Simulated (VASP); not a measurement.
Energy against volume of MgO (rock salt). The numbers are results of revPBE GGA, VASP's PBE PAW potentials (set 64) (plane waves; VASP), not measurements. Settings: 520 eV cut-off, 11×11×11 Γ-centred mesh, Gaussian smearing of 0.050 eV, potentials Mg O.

```
V (Å³/atom)  E (eV/atom)
-----------  -----------
9.505           -5.65869
9.799           -5.66328
10.093          -5.65994
10.387          -5.64979
```

Task: Fit these four points and predict the energy of the run at 9.211 Å³/atom.

Result: A cubic in V^(−2/3), the third-order Birch-Murnaghan form, passes through the four points with V0 = 9.81 Å³/atom and B0 = 143 GPa, and gives -5.6449 eV/atom there. The run gave -5.6448 eV/atom, +0.0 meV/atom from the fit; all five points give B0 = 143 GPa.

The compound is MgO in the rock salt structure. It was relaxed first, which changed the volume by +5 %.
